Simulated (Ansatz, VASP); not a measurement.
## One calculation of KRu3, two programs

```xyz
4
Lattice="0.0000 3.7548 3.7548 3.7548 0.0000 3.7548 3.7548 3.7548 0.0000" Properties=species:S:1:pos:R:3 pbc="T T T"
K     0.0000    0.0000    0.0000
Ru    5.6322    5.6322    5.6322
Ru    3.7548    3.7548    3.7548
Ru    1.8774    1.8774    1.8774
```

Alike in both runs: task relaxation of cell and atoms; functional PBE; k mesh 4 × 4 × 4; occupations gaussian, width 0.1 eV; no spin polarisation.

|  | VASP | Ansatz |
| --- | --- | --- |
| version | VASP 6.6.1 | Ansatz 0.2.0 |
| potentials or method | VASP PAW PBE potentials, release 64 (K_sv, Ru_pv) | scalar-relativistic, plane waves, PAW |
| plane-wave cutoff (eV) | 600 | 420 |
| valence electrons in the cell | 51 | 57 |

```csv
,VASP,Ansatz,Ansatz less VASP
"gap on the k mesh at the Fermi level, each at its own relaxed structure (eV)",none,none,-
relaxed volume (Å³/atom),16.25,16.14,-0.117
relaxed cell length with the largest relative difference (Å),4.513,4.502,-0.0109
energy change over the relaxation (meV/atom),-1038,-1052,-13.5
```

A gap of «none» marks a metal or a gap that the smearing closes. The two sets of potentials don't hold the same shells in valence.

Caveats: the k mesh is coarse (spacing up to 0.36 Å⁻¹), so the values aren't converged; the volume moved by over 15 % at a fixed basis, so the end points are rough.
